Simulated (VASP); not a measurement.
VASP ran on this input.

File POSCAR:
```
CdF2
1.0
  0.0000000000   2.6950000000   2.6950000000
  2.6950000000   0.0000000000   2.6950000000
  2.6950000000   2.6950000000   0.0000000000
Cd F
1 2
Cart
  0.0000000000   0.0000000000   0.0000000000
  1.3475000000   1.3475000000   1.3475000000
  4.0425000000   4.0425000000   4.0425000000
```

KPOINTS:
```
Automatic mesh
0
Gamma
8 8 8
0 0 0
```

INCAR:
```
! general
SYSTEM  = CdF2
PREC    = Accurate
ENCUT   = 520
LREAL   = .FALSE.
LASPH   = .TRUE.

! electronic loop
EDIFF   = 1E-6   ! SCF stop (eV)
NELM    = 100   ! most electronic steps
ALGO    = Damped
LMAXMIX = 4

! smearing
ISMEAR  = 0
SIGMA   = 0.05   ! width (eV)

! functional
GGA     = PE

! ions
ISIF    = 2   ! forces and stress, cell fixed

! output
LWAVE   = .FALSE.
LCHARG  = .FALSE.
```

POTCAR, in this order: Cd F (PBE.64 set). Program: vasp_std.

Q: Translate this PBE calculation to Ansatz.

A: One equivalent input (not run):
Ansatz 0.2 input:
```yaml
crystal:
  lattice:
    - [0.0000000, 2.6950000, 2.6950000]
    - [2.6950000, 0.0000000, 2.6950000]
    - [2.6950000, 2.6950000, 0.0000000]
  atoms:
    - { symbol: Cd, position: [0.0000000, 0.0000000, 0.0000000] }
    - { symbol: F, position: [0.2500000, 0.2500000, 0.2500000] }
    - { symbol: F, position: [0.7500000, 0.7500000, 0.7500000] }
kpoints:
  mp_grid: { grid: [8, 8, 8] }
hamiltonian:
  xc: pbe
  pseudopotentials: { kind: paw }
scf:
  occupations: { method: gaussian, width: 0.05 }
  max_iter: 100
output: { forces: true, stress: true, eigenvalues: true }
```
Limits of the translation: each code has its own PAW files, so the cut-off isn't converted (ENCUT is set for VASP's; basis.ecutwfc is left out, and Ansatz then takes the one that its files recommend); Ansatz stops its SCF on the density residual and VASP on the energy change (EDIFF).

The compound is CdF2 in the fluorite structure. The cell was not relaxed at this level. The run is one of a series of settings (ALGO = Damped against the base run), some of them coarse on purpose.
